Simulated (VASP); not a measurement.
An input for Quantum ESPRESSO's pw.x (written as the equivalent of a VASP run, and not itself run):

```
&CONTROL
  calculation = 'vc-relax'
  pseudo_dir = './pseudo'
  outdir = './out'
  tprnfor = .true.
  tstress = .true.
  nstep = 60
  forc_conv_thr = 0.00039
/
&SYSTEM
  ibrav = 0
  nat = 2
  ntyp = 2
  ecutwfc = 102
  occupations = 'smearing'
  smearing = 'gaussian'
  degauss = 0.003675
  input_dft = 'pbe'
/
&ELECTRONS
  conv_thr = 7.3e-08
  electron_maxstep = 100
/
&IONS
/
&CELL
/
ATOMIC_SPECIES
  Cd 112.414 Cd.upf
  Te 127.600 Te.upf
CELL_PARAMETERS angstrom
     0.0000000    3.2400000    3.2400000
     3.2400000    0.0000000    3.2400000
     3.2400000    3.2400000    0.0000000
ATOMIC_POSITIONS crystal
  Cd   0.0000000  0.0000000  0.0000000
  Te   0.2500000  0.2500000  0.2500000
K_POINTS automatic
  6 6 6 0 0 0
```

**Question.** Translate this input to VASP (INCAR, KPOINTS, POSCAR, choice of POTCAR).

**Answer.** Several could match; the one computed here: 
### KPOINTS
```
kpoints
0
gamma
6 6 6
```

**INCAR**
```
# general
SYSTEM  = CdTe
PREC    = Accurate
ENCUT   = 400
LREAL   = .FALSE.   # projection in real space or not
LASPH   = .TRUE.

# electronic loop
EDIFF   = 1E-6   # SCF stop (eV)
NELM    = 100   # most electronic steps
ALGO    = Normal
LMAXMIX = 4   # l cut-off of mixed one-centre charges

# smearing
ISMEAR  = 0
SIGMA   = 0.05   # width (eV)

# functional
GGA     = PE

# ions
IBRION  = 2   # conjugate gradients
NSW     = 60   # most ionic steps
ISIF    = 3   # ions, shape and volume
EDIFFG  = -0.01

# output
LWAVE   = .FALSE.
LCHARG  = .FALSE.
```

### POSCAR
```
CdTe
1
    0.0000000000     3.2400000000     3.2400000000
    3.2400000000     0.0000000000     3.2400000000
    3.2400000000     3.2400000000     0.0000000000
Cd Te
1 1
Direct
  0.0000000000   0.0000000000   0.0000000000
  0.2500000000   0.2500000000   0.2500000000
```

POTCAR, in this order: Cd Te (PBE.64 set). Program: vasp_std.

What does not carry over: the potentials are each code's own (VASP's PAW set, PseudoDojo norm-conserving files in pw.x), so ENCUT and ecutwfc are chosen apart and not converted; conv_thr bounds pw.x's estimated SCF error, while EDIFF bounds the energy change between steps; forc_conv_thr acts on force components and is met together with etot_conv_thr.

The compound is CdTe in the zinc blende structure. This run relaxes it. Symmetry was kept, so distortions that lower it aren't found.
